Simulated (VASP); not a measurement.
Input:

```
CELL_PARAMETERS angstrom
      3.15900     0.00000     0.00000
      0.00000     3.15900     0.00000
      0.00000     0.00000     3.15900
ATOMIC_POSITIONS crystal
  Pt 0.00000 0.00000 0.00000
  P  0.50000 0.50000 0.50000
```

These are PBEsol GGA, VASP's PBE PAW potentials (set 64) (plane waves; VASP) values and carry that method's errors. Settings: 400 eV cut-off, 10×10×10 Γ-centred mesh, first-order Methfessel-Paxton smearing of 0.10 eV, potentials Pt P.

Energy and stress use the plane-wave basis of the starting cell.

**Question.** The ions, cell shape and volume are relaxed. Predict the relaxed structure.

**Answer.** 
```
CELL_PARAMETERS angstrom
      3.06702     0.00000     0.00000
      0.00000     3.06702     0.00000
      0.00000     0.00000     3.06702
ATOMIC_POSITIONS crystal
  Pt 0.00000 0.00000 0.00000
  P  0.50000 0.50000 0.50000
```
Space group Pm-3m (221), at a tolerance of 0.03 Å.

**Question.** How do energy and volume change from the first to the last step?

**Answer.** The energy (σ→0) changes by -66.3 meV/atom and the volume by -8.5 %, in 4 ionic steps.

```json
[
 {"step": "1", "E(σ→0) (eV)": "-12.5507", "max force (eV/Å)": "0.000", "pressure (GPa)": "-14.48", "volume (Å³)": "31.52"},
 {"step": "2", "E(σ→0) (eV)": "-12.3649", "max force (eV/Å)": "0.000", "pressure (GPa)": "34.05", "volume (Å³)": "25.46"},
 {"step": "3", "E(σ→0) (eV)": "-12.6831", "max force (eV/Å)": "0.000", "pressure (GPa)": "-0.65", "volume (Å³)": "28.93"},
 {"step": "4", "E(σ→0) (eV)": "-12.6833", "max force (eV/Å)": "0.000", "pressure (GPa)": "-0.10", "volume (Å³)": "28.85"}
]
```

The structure was generated: PtP was put into the CsCl type type (Pm-3m), which need not be its known phase. This run relaxes it. Symmetry was kept, so distortions that lower it aren't found. The electron count is odd and the run is not spin-polarised, which forces a metal.
